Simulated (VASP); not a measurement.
Here is the system:

```
CELL_PARAMETERS angstrom
      0.00000     2.32766     2.32766
      2.32766     0.00000     2.32766
      9.31421     9.31421    -0.00357
ATOMIC_POSITIONS crystal
  Zr 0.00181 0.00181 0.99864
  Zr 0.00000 0.00000 0.25000
  Zr 0.99819 0.99819 0.50136
  C  0.50092 0.50092 0.12431
  C  0.49908 0.49908 0.37569
  C  0.49657 0.49657 0.62757
  C  0.50343 0.50343 0.87243
  Hf 0.00000 0.00000 0.75000
```

The numbers are results of PBEsol GGA, VASP's PBE PAW potentials (set 64) (plane waves; VASP), not measurements. Run with 520 eV cut-off, 13×13×4 Γ-centred mesh, tetrahedra with Blöchl corrections, potentials Zr_sv C Hf_pv.

Unless said otherwise, spin-orbit coupling is left out, though it shifts the bands of the heavy elements here.

Task: Estimate the energy per atom (σ→0), band gap (on the k-mesh) with the smallest direct gap where there is one.

Result: 
band gap (on the k-mesh): none (metal, semimetal or under 0.01 eV)
energy per atom (σ→0): -10.487 eV/atom

The absolute energy has meaning only against runs of the same code, potentials and settings.

The structure was generated: HfZr3C4 was put into an ordered model structure (R-3m), which need not be its known phase. It was relaxed first.
